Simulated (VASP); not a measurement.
Wanted: the native input for a VASP 6.6.1 run.

```
Task                   : relaxation of cell and atoms
Functional             : LDA
Potentials or basis    : VASP PAW LDA potentials, release 64 (Sn_d)
Cutoff                 : 350 eV
k mesh                 : 4 × 4 × 4
Occupations            : gaussian, width 0.02 eV
Spin                   : no spin polarisation
Further INCAR settings : ALGO = Normal; EDIFF = 1e-07; IBRION = 2; EDIFFG = -0.002; NSW = 80; ISIF = 3
```

The structure of Sn lies in POSCAR:

```
Sn                                      
1.0
   -0.0000000000      3.2452771298      3.2452771298
    3.2452771298      0.0000000000      3.2452771298
    3.2452771298      3.2452771298      0.0000000000
  Sn            
     2
Direct
     0.0000000000000000    0.0000000000000000    0.0000000000000000
     0.2500000000000000    0.2500000000000000    0.2500000000000000
```

This isn't the form of Sn at room conditions, which is tetragonal (white tin).

One way to write it, as run:

INCAR

```
ALGO = Normal
EDIFF = 1E-7
EDIFFG = -0.002
ENCUT = 350
IBRION = 2
ISIF = 3
ISMEAR = 0
LASPH = True
LCHARG = False
LREAL = False
LWAVE = False
NELM = 60
NSW = 80
PREC = Accurate
SIGMA = 0.02
```

KPOINTS

```
k-points
0
Gamma
  4 4 4
```

Potentials or basis: VASP PAW LDA potentials, release 64 (Sn_d).

The run is started by

```console
$ cat potpaw_LDA.64/Sn_d/POTCAR > POTCAR
$ mpirun -np 1 vasp_std > vasp.out
```

It gave:

* Pressure after relaxing: 0.0 GPa
* Band gap on the k mesh: none (metal or under the smearing width)

Caveat: the k mesh is coarse (spacing up to 0.42 Å⁻¹), so the values aren't converged; the relaxation stopped at its first step, so nothing moved.

It took 4.7 s on 1 thread of Intel(R) Xeon(R) Platinum 8259CL CPU @ 2.50GHz (Skylake/Cascade Lake), on a shared host, peak memory 0.13 GiB.
